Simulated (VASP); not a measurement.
Runs of VASP 6.6.1 on PIr. Symmetry: Fm-3m, No. 225, cubic system. Conventional cell: a = 4.930 Å, b = 4.930 Å, c = 4.930 Å, α = 90.00°, β = 90.00°, γ = 90.00°. Ir (site symmetry m-3m) has 6 P at 2.46 Å as nearest neighbours. Around P (site symmetry m-3m) lie 6 Ir at 2.46 Å. The cell comes from a database or a generator and needn't be the stable form of this composition.

| task | level | cell | k mesh for the DOS | occupations for the DOS | gap on the mesh (eV) | pressure (GPa) |
| --- | --- | --- | --- | --- | --- | --- |
| single point | PBE | volume scaled by 1.06 | - | - | none | (a) |
| electric field gradients | PBE | as given | - | - | none | 0.4 |
| electric field gradients | PBE | volume scaled by 0.9405, PAW files | - | - | none | 15.4 |
| electric field gradients | PBEsol | as given | - | - | none | -6.0 |
| electric field gradients | PBE | volume scaled by 1.06, PAW files | - | - | none | (b) |

Alike in all rows: potentials or basis VASP PAW PBE potentials, release 64 (Ir, P); no spin polarisation; k mesh 13 × 13 × 13; cutoff (eV) 520; smearing fermi-dirac 0.05 eV.

Problem. Estimate the missing entries.

Solution. (a) -10.1; (b) -10.2.

Caveats: so large a pressure means that the cell lies far from this level's equilibrium, or that cutoff or potentials fall short (some runs); the PAW data sets were made with another functional, which shifts forces and pressure a little (some runs).

A k mesh can miss the band edges, and the runs leave out spin-orbit coupling on Ir.

A gap of «none» marks a metal or a gap under the smearing width.
